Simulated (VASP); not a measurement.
Input:

```xyz
3
Lattice="-1.6781 1.6781 4.2256 1.6781 -1.6781 4.2256 1.6781 1.6781 -4.2256" Properties=species:S:1:pos:R:3 pbc="T T T"
Ta     1.6781     1.6781    -4.2256
Ge     1.6781     1.6781    -1.3884
Ge     0.0000     0.0000     5.6141
```

Computed with PBEsol GGA, VASP's PBE PAW potentials (set 64) (plane waves; VASP). Run with 400 eV cut-off, Gaussian smearing of 0.050 eV, potentials Ta_pv Ge_d.

Task: Give the energies of bands 15 to 22 at the high-symmetry points, in eV from the Fermi level.

Result: 
| band | Γ | X | P | N | M | S | R |
|---|---|---|---|---|---|---|---|
| 15 | -5.38 | -5.96 | -6.44 | -9.20 | -10.07 | -8.87 | -7.47 |
| 16 | -4.60 | -5.41 | -5.10 | -4.59 | -1.84 | -6.38 | -4.57 |
| 17 | -1.58 | -4.69 | -5.10 | -3.85 | -0.81 | -1.59 | -3.70 |
| 18 | -1.47 | -3.54 | -2.20 | -1.25 | 0.05 | -1.49 | -3.56 |
| 19 | -1.47 | -1.88 | -1.20 | -1.15 | 0.05 | -1.14 | -1.74 |
| 20 | 2.35 | -0.60 | -1.20 | 1.42 | 0.84 | 1.49 | -1.01 |
| 21 | 2.87 | 2.96 | 0.18 | 3.75 | 0.84 | 3.09 | 2.26 |
| 22 | 4.04 | 3.79 | 4.28 | 3.85 | 2.39 | 4.10 | 3.56 |

It has no gap at this level: it comes out as a metal or semimetal.

The structure was generated: TaGe2 was put into the MoSi2 type (I4/mmm), which need not be its known phase. It was relaxed first. The electron count is odd and the run is not spin-polarised, which forces a metal.
